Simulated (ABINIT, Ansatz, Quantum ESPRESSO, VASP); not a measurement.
**Code comparison for Mo (Im-3m, 1 atom in the cell)**

Self-consistent single point.

```xyz
1
Lattice="-1.5750 1.5750 1.5750 1.5750 -1.5750 1.5750 1.5750 1.5750 -1.5750" Properties=species:S:1:pos:R:3 pbc="T T T"
Mo     0.0000     0.0000     0.0000
```

Shared settings, as Ansatz (a quantum-chemistry and plane-wave program) writes them: kpoints.mp_grid.grid = 10 10 10; magnetization.spin_orbit = true; scf.occupations.method = gaussian; scf.occupations.width = 0.0037 Ry. Potentials and cutoffs stand in the table.

```csv
code,model,pressure (GPa),cutoff
ABINIT,"PBE, spin-orbit coupling, PAW (JTH v2.0 PBE PAW)",2.52,20 Ha
Ansatz,"PBE with spin-orbit coupling, default PAW files",2.16,default
VASP,"PBE, spin-orbit coupling, VASP's PBE PAW potentials (set 64)",2.26,300 eV
Quantum ESPRESSO,"PBE, spin-orbit coupling, PSlibrary fully relativistic ultrasoft (PBE, semicore) pseudopotentials",1.41,55 Ry
```

The spread over the programs that give each value: pressure within 1.11 GPa.

Ansatz's pressure is given at a fixed set of plane waves, as the other plane-wave codes print theirs; with its correction for the finite basis it is 2.20 GPa.

VASP's run is marked for a possible Pulay error in its stress at this cutoff; no cutoff test was made.

The starting cell has typed, rounded lattice constants, without a prior relaxation at this level.

Left out of this page: Elk, FLEUR and SIESTA (not drawn, or without a comparable value).

Keys are those of Ansatz 0.2.
